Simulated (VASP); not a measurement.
## Interstitial O in GePt

Aim: the formation energy and local structure of interstitial O in GePt. The start is a cell from a database of measured crystal structures.

Method: PBEsol; plane waves and PAW (Pt, Ge), in the first sound run; inputs show where later runs differ, in VASP 6.6.1.

Report form: the programs' logs are mostly left out.

### Step 1. The host crystal

It takes space group Pnma (No. 62, orthorhombic). The conventional cell has a = 5.719 Å, b = 3.697 Å, c = 6.084 Å, α = 90.00°, β = 90.00°, γ = 90.00°. Nearest to Pt lie 6 Ge at 2.48 to 2.65 Å. Nearest to Ge lie 6 Pt at 2.48 to 2.65 Å. Farther neighbours are not listed.

As a file:

```
Pt Ge
1.0
     5.71900    0.00000    0.00000
     0.00000    3.69700    0.00000
     0.00000    0.00000    6.08400
Pt Ge
4 4
Direct
  0.00050 0.75000 0.80920
  0.49950 0.25000 0.30920
  0.50050 0.75000 0.69080
  0.99950 0.25000 0.19080
  0.81500 0.75000 0.41000
  0.68500 0.25000 0.91000
  0.31500 0.75000 0.09000
  0.18500 0.25000 0.59000
```

### Step 2. The host at zero pressure

Cell and atoms are relaxed first, so that later runs start from this functional's own cell.

File INCAR:

```
SYSTEM = GePt
PREC = Accurate
ENCUT = 400
EDIFF = 1E-06
NELM = 120
ISMEAR = 0
SIGMA = 0.05
LREAL = .FALSE.
ALGO = Normal
GGA = PS
NBANDS = 36
LASPH = .TRUE.
LORBIT = 11
LWAVE = .FALSE.
LCHARG = .FALSE.
KPAR = 4
IBRION = 2
NSW = 40
ISIF = 3
EDIFFG = -0.02
POTIM = 0.4
```

File POSCAR:

```
GePt
1.0
    5.7190000000      0.0000000000      0.0000000000
    0.0000000000      3.6970000000      0.0000000000
    0.0000000000      0.0000000000      6.0840000000
Pt Ge
4 4
Direct
    0.0005000000      0.7500000000      0.8092000000
    0.4995000000      0.2500000000      0.3092000000
    0.5005000000      0.7500000000      0.6908000000
    0.9995000000      0.2500000000      0.1908000000
    0.8150000000      0.7500000000      0.4100000000
    0.6850000000      0.2500000000      0.9100000000
    0.3150000000      0.7500000000      0.0900000000
    0.1850000000      0.2500000000      0.5900000000
```

File KPOINTS:

```
Automatic mesh
0
Gamma
4 5 3
0 0 0
```

The projector-augmented-wave data sets are Pt and Ge (PBE family, release 64).

Run with:

```bash
$ mpirun -np 4 vasp_std
```

Run time: 32 s. Hardware: 4 MPI ranks of Intel Xeon 6975P-C (Granite Rapids), shared host; peak memory 0.86 GiB.

The k-mesh is coarse for a metal. The PAW data sets were made with PBE, which is usual practice but a small mismatch for other functionals. The data set Ge keeps the semicore shell frozen, which is cheaper and a little less accurate. The run keeps the 8 symmetry operations of its start, so it cannot find a distortion of lower symmetry.

Step by step:

| step | energy less that of the first step (eV) | largest force (eV/Å) | pressure (GPa) | volume (Å³) |
| --- | --- | --- | --- | --- |
| 1 | 0.0000 | 0.0824 | 1.92 | 128.63 |
| 2 | 0.0017 | 0.0702 | -2.13 | 131.52 |
| 3 | -0.0084 | 0.0683 | -0.06 | 130.00 |
| 4 | -0.0093 | 0.0487 | -0.04 | 129.99 |
| 5 | -0.0102 | 0.0179 | 0.00 | 129.99 |
| 6 | -0.0103 | 0.0156 | 0.03 | 129.99 |
| 7 | -0.0107 | 0.0124 | -0.03 | 130.04 |

```csv
"conventional cell, symmetrised",before,after,change
a (Å),5.719,5.723,+0.1 %
b (Å),3.697,3.709,+0.3 %
c (Å),6.084,6.126,+0.7 %
volume (Å³/atom),16.08,16.26,+1.1 %
```

The atoms that moved most (Å, as changes of fractional coordinates times the final cell):

```csv
atom,dx,dy,dz,length
Ge8,0.000,0.000,-0.011,0.011
Ge5,0.000,0.000,0.011,0.011
Ge6,0.000,0.000,0.011,0.011
Ge7,0.000,0.000,-0.011,0.011
Pt1,0.000,0.000,-0.006,0.006
Pt2,0.000,0.000,-0.006,0.006
Pt3,0.000,0.000,0.006,0.006
Pt4,0.000,0.000,0.006,0.006
```

The relaxed structure:

```xyz
8
Lattice="5.7228 0.0000 0.0000 0.0000 3.7093 0.0000 0.0000 0.0000 6.1262" Properties=species:S:1:pos:R:3 pbc="T T T"
Pt    0.0032    2.7819    4.9515
Pt    2.8582    0.9273    1.8884
Pt    2.8646    2.7819    4.2377
Pt    5.7196    0.9273    1.1747
Ge    4.6637    2.7819    2.5230
Ge    3.9205    0.9273    5.5861
Ge    1.8023    2.7819    0.5401
Ge    1.0591    0.9273    3.6032
```

This step gave:

```
electronic cycles                               : 49
electrons                                       : 56
free energy (TOTEN)                             : -51.5319 eV
energy at zero smearing                         : -51.5293 eV
Fermi energy                                    : 8.665 eV
labelled metallic, from the levels on this mesh : yes
```

The run ended after 7 ionic steps, 0.011 eV below its first step, once forces and stress met EDIFFG = -0.02.

### Step 3. The supercell without the defect

System of this step: GePt. Symmetry: Pnma, No. 62, orthorhombic system. Conventional cell: a = 5.723 Å, b = 3.709 Å, c = 6.126 Å, α = 90.00°, β = 90.00°, γ = 90.00°. Nearest to Pt lie 6 Ge at 2.49 to 2.66 Å. Nearest to Ge lie 6 Pt at 2.49 to 2.66 Å. Farther neighbours are not listed.

The same cell, mesh and cutoff without the defect give the energy to subtract and, in a gapped host, the band edges to count from, so that most errors cancel.

File INCAR:

```
SYSTEM = GePt
PREC = Normal
ENCUT = 400
EDIFF = 1E-05
NELM = 120
ISMEAR = 1
SIGMA = 0.2
LREAL = Auto
ALGO = Fast
GGA = PS
NBANDS = 136
LASPH = .TRUE.
LORBIT = 11
LWAVE = .FALSE.
LCHARG = .FALSE.
KPAR = 4
```

File POSCAR:

```
GePt
1.0
   -5.7228035426      3.7092622332      6.1261694956
    5.7228035426     -3.7092622332      6.1261694956
    5.7228035426      3.7092622332     -6.1261694956
Pt Ge
16 16
Direct
    0.7791277847      0.4044050963      0.3752773117
    0.2791277847      0.9044050963      0.3752773117
    0.2791277846      0.4044050963      0.8752773116
    0.7791277846      0.9044050963      0.8752773116
    0.2791277847      0.4038504730      0.3747226884
    0.7791277847      0.9038504730      0.3747226884
    0.7791277847      0.4038504730      0.8747226884
    0.2791277847      0.9038504730      0.8747226884
    0.7208722153      0.5961495270      0.6252773117
    0.2208722154      0.0961495270      0.6252773116
    0.2208722154      0.5961495270      0.1252773117
    0.7208722154      0.0961495270      0.1252773117
    0.2208722154      0.5955949037      0.6247226884
    0.7208722153      0.0955949037      0.6247226884
    0.7208722153      0.5955949037      0.1247226884
    0.2208722154      0.0955949037      0.1247226884
    0.5809206811      0.6133881180      0.7824674370
    0.0809206811      0.1133881180      0.7824674370
    0.0809206810      0.6133881180      0.2824674370
    0.5809206811      0.1133881180      0.2824674370
    0.5809206811      0.7984532441      0.4675325631
    0.0809206811      0.2984532441      0.4675325631
    0.0809206811      0.7984532441      0.9675325631
    0.5809206811      0.2984532441      0.9675325631
    0.4190793190      0.2015467559      0.5324674370
    0.9190793190      0.7015467559      0.5324674370
    0.9190793190      0.2015467559      0.0324674370
    0.4190793190      0.7015467559      0.0324674370
    0.4190793190      0.3866118820      0.2175325631
    0.9190793190      0.8866118820      0.2175325631
    0.9190793190      0.3866118820      0.7175325630
    0.4190793190      0.8866118820      0.7175325631
```

File KPOINTS:

```
Automatic mesh
0
Gamma
4 4 4
0 0 0
```

Run with:

```bash
$ mpirun -np 4 vasp_std
```

Wall time 2.1 min (4 MPI ranks); peak memory 2.7 GiB.

Numbers from this step:

```yaml
electronic_cycles: 15
electrons: 224
free_energy_toten: -206.2133 eV
energy_at_zero_smearing: -206.2153 eV
fermi_energy: 8.648 eV
```

Force (size) by element, in eV/Å:

```
element  atoms    mean  spread (r.m.s.)   least  largest
     Pt     16  0.0715           0.0000  0.0715   0.0715
     Ge     16  0.0302           0.0000  0.0302   0.0302
```

The atoms with the largest values:

```
atom        x, y, z (Å)             force (eV/Å)
 Pt1   0.00, 2.78, 4.95  -0.0142, 0.0000, 0.0700
 Pt2  5.73, -0.93, 4.95  -0.0142, 0.0000, 0.0700
 Pt3  5.73, 2.78, -1.17  -0.0142, 0.0000, 0.0700
 Pt4   5.73, 2.78, 4.95  -0.0142, 0.0000, 0.0700
 Pt5   2.86, 0.93, 1.89   0.0142, 0.0000, 0.0700
 Pt6   2.86, 0.93, 8.01   0.0142, 0.0000, 0.0700
 Pt7   2.86, 4.64, 1.89   0.0142, 0.0000, 0.0700
 Pt8   8.58, 0.93, 1.89   0.0142, 0.0000, 0.0700
```

The host is treated as a metal, as its relaxation found a gap under 0.3 eV or none, and only the neutral defect is run.

### Step 4. Relaxing the atoms

This step: PBEsol, spin-polarised, with small moments to start from; plane waves and PAW (O) (VASP 6.6.1).

System of this step: O2. The cell holds 2 atoms: 2 O. Cell: a = 11.000 Å, b = 11.500 Å, c = 14.000 Å, α = 90.0°, β = 90.0°, γ = 90.0°. Vacuum lies along a, b and c.

The reference for O is the O2 molecule, relaxed in a box at the cutoff of the large cell.

File INCAR:

```
SYSTEM = O
PREC = Normal
ENCUT = 400
EDIFF = 1E-05
NELM = 120
ISMEAR = 0
SIGMA = 0.01
LREAL = Auto
ALGO = Fast
GGA = PS
NBANDS = 15
ISPIN = 2
MAGMOM = 1 1
LORBIT = 11
LWAVE = .FALSE.
LCHARG = .FALSE.
NCORE = 4
LASPH = .TRUE.
IBRION = 2
NSW = 20
ISIF = 2
EDIFFG = -0.03
POTIM = 0.4
MAXMIX = 40
ISYM = 0
```

File POSCAR:

```
O
1.0
   11.0000000000      0.0000000000      0.0000000000
    0.0000000000     11.5000000000      0.0000000000
    0.0000000000      0.0000000000     14.0000000000
O
2
Direct
    0.5000000000      0.5000000000      0.4567857100
    0.5000000000      0.5000000000      0.5432142900
```

File KPOINTS:

```
Automatic mesh
0
Gamma
1 1 1
0 0 0
```

Potentials, in the order of the species: O (PBE family, release 64).

Run with:

```bash
$ mpirun -np 4 vasp_gam
```

The job ended after 21 s (4 MPI ranks; peak memory 1.1 GiB).

The steps of the relaxation:

```
step  energy less that of the first step (eV)  largest force (eV/Å)
   1                                   0.0000                1.4890
   2                                   0.2661                5.1704
   3                                  -0.0134                0.0339
   4                                  -0.0134                0.0047
```

The relaxed structure:

```xyz
2
Lattice="11.0000 0.0000 0.0000 0.0000 11.5000 0.0000 0.0000 0.0000 14.0000" Properties=species:S:1:pos:R:3
O     5.5000    5.7500    6.3857
O     5.5000    5.7500    7.6143
```

This step gave:

- electronic cycles: 49
- electrons: 12
- free energy (TOTEN): -10.28 eV
- moment of the cell, from the last line of the log: 2 μB
- gap between the highest filled and lowest empty level: 2.251 eV

Spin moment in the PAW sphere by atom:

```csv
atom,spin moment in the PAW sphere (μB)
O1,0.814
O2,0.814
```

The run ended after 4 ionic steps, 0.013 eV below its first step, once the forces on the free atoms met EDIFFG = -0.03.

Energy at zero smearing: -10.27535 eV.

### Step 5. Reference Ge

This step: PBEsol; plane waves and PAW (Ge) (VASP 6.6.1).

System of this step: Ge. It takes space group Fd-3m (No. 227, cubic). Conventional cell: a = 5.660 Å, b = 5.660 Å, c = 5.660 Å, α = 90.00°, β = 90.00°, γ = 90.00°. Nearest to Ge lie 4 Ge at 2.45 Å.

Ge is not exchanged here; its energy serves the host's formation enthalpy.

File INCAR:

```
SYSTEM = Ge
PREC = Normal
ENCUT = 400
EDIFF = 1E-05
NELM = 120
ISMEAR = 0
SIGMA = 0.1
LREAL = Auto
ALGO = Fast
GGA = PS
NBANDS = 10
LORBIT = 11
LWAVE = .FALSE.
LCHARG = .FALSE.
KPAR = 4
LASPH = .TRUE.
IBRION = 2
NSW = 25
ISIF = 3
EDIFFG = -0.02
POTIM = 0.4
```

File POSCAR:

```
Ge
1.0
    0.0000000000      2.8300000000      2.8300000000
    2.8300000000      0.0000000000      2.8300000000
    2.8300000000      2.8300000000      0.0000000000
Ge
2
Direct
    0.0000000000      0.0000000000      0.0000000000
    0.2500000000      0.2500000000      0.2500000000
```

File KPOINTS:

```
Automatic mesh
0
Gamma
8 8 8
0 0 0
```

Potentials, in the order of the species: Ge (PBE family, release 64).

Run with:

```bash
$ mpirun -np 4 vasp_std
```

Elapsed: 3.2 s, on 4 MPI ranks; peak memory 0.49 GiB; 11 s of CPU time.

The run keeps the 48 symmetry operations of its start, so it cannot find a distortion of lower symmetry.

Relaxation path:

```csv
step,energy less that of the first step (eV),largest force (eV/Å),pressure (GPa),volume (Å³)
1,0.0000,0.0000,1.63,45.33
2,-0.0046,0.0000,-0.36,46.55
3,-0.0049,0.0000,0.00,46.31
```

```csv
"conventional cell, symmetrised",before,after,change
a (Å),5.660,5.701,+0.7 %
b (Å),5.660,5.701,+0.7 %
c (Å),5.660,5.701,+0.7 %
volume (Å³/atom),22.67,23.16,+2.2 %
```

The relaxed structure:

```
Ge
1.0
     0.00000    2.85029    2.85029
     2.85029    0.00000    2.85029
     2.85029    2.85029    0.00000
Ge
2
Cartesian
  0.0000 0.0000 0.0000
  1.4251 1.4251 1.4251
```

Numbers from this step:

* electronic cycles: 19
* electrons: 8
* free energy (TOTEN): -9.786 eV
* energy at zero smearing: -9.785 eV
* Fermi energy: 3.443 eV

The run ended after 3 ionic steps, 0.005 eV below its first step, once forces and stress met EDIFFG = -0.02.

Semilocal functionals make gaps too small and can close small ones, so a metal at this level may be a semiconductor in fact.

Energy at zero smearing: -9.78525 eV.

### Step 6. Reference Pt

This step: PBEsol; plane waves and PAW (Pt) (VASP 6.6.1).

System of this step: Pt. It takes space group Fm-3m (No. 225, cubic). The conventional cell has a = 3.920 Å, b = 3.920 Å, c = 3.920 Å, α = 90.00°, β = 90.00°, γ = 90.00°. Nearest to Pt lie 12 Pt at 2.77 Å.

Pt is not exchanged here; its energy serves the host's formation enthalpy.

File INCAR:

```
SYSTEM = Pt
PREC = Normal
ENCUT = 400
EDIFF = 1E-05
NELM = 120
ISMEAR = 1
SIGMA = 0.1
LREAL = Auto
ALGO = Fast
GGA = PS
NBANDS = 11
LASPH = .TRUE.
LORBIT = 11
LWAVE = .FALSE.
LCHARG = .FALSE.
KPAR = 4
IBRION = 2
NSW = 25
ISIF = 3
EDIFFG = -0.02
POTIM = 0.4
```

File POSCAR:

```
Pt
1.0
    0.0000000000      1.9600000000      1.9600000000
    1.9600000000      0.0000000000      1.9600000000
    1.9600000000      1.9600000000      0.0000000000
Pt
1
Direct
    0.0000000000      0.0000000000      0.0000000000
```

File KPOINTS:

```
Automatic mesh
0
Gamma
12 12 12
0 0 0
```

PAW data sets: Pt (PBE family, release 64).

Run with:

```bash
$ mpirun -np 4 vasp_std
```

Wall time 10 s (4 MPI ranks); peak memory 0.44 GiB.

Little changed from the start: no atom moved by 0.005 Å and no cell edge by 0.1 %.

The run used up its steps with its stress still over the threshold, while the forces vanish, so it is continued.

### Step 7. Going on with the relaxation

Edit INCAR of step 6 so:

```diff
@@ -16,3 +16,3 @@
 KPAR = 4
-IBRION = 2
+IBRION = 1
 NSW = 25
@@ -20,2 +20,2 @@
 EDIFFG = -0.02
-POTIM = 0.4
+POTIM = 0.3
```

File POSCAR:

```
Pt
1.0
    0.0000000000      1.9582741678      1.9582741678
    1.9582741678      0.0000000000      1.9582741678
    1.9582741678      1.9582741678      0.0000000000
Pt
1
Direct
    0.0000000000      0.0000000000      0.0000000000
```

KPOINTS is that of step 6.

Run with:

```bash
$ mpirun -np 4 vasp_std
```

Run time: 1.6 s. Hardware: 4 MPI ranks; peak memory 0.41 GiB; 4.3 s of CPU time.

Little changed from the start: no atom moved by 0.005 Å and no cell edge by 0.1 %.

This step gave:

```
electronic cycles       : 11
electrons               : 10
free energy (TOTEN)     : -6.966 eV
energy at zero smearing : -6.965 eV
Fermi energy            : 11.20 eV
```

The start already met the threshold, so nothing moved.

Energy at zero smearing: -6.96479 eV.

(Part 1 of 2 ends here.)

[Lines on the potential files, build, host, timing and source positions are cut from VASP's logs without a mark.]

[Logs are printed without paths, hosts, clocks, repeated set-up lines and the standing remarks that a program may print on its own settings, such as how far it seeks lower states.]

[Hosts, paths, dates, database ids (printed as entryN), source tags and the programs' standing remarks are cut or masked in the printed files.]

[In band tables of VASP the shares of atoms and orbitals are scaled to a sum of 1 inside the atoms' spheres.]

[Runs that stopped without an error message from VASP are left out.]
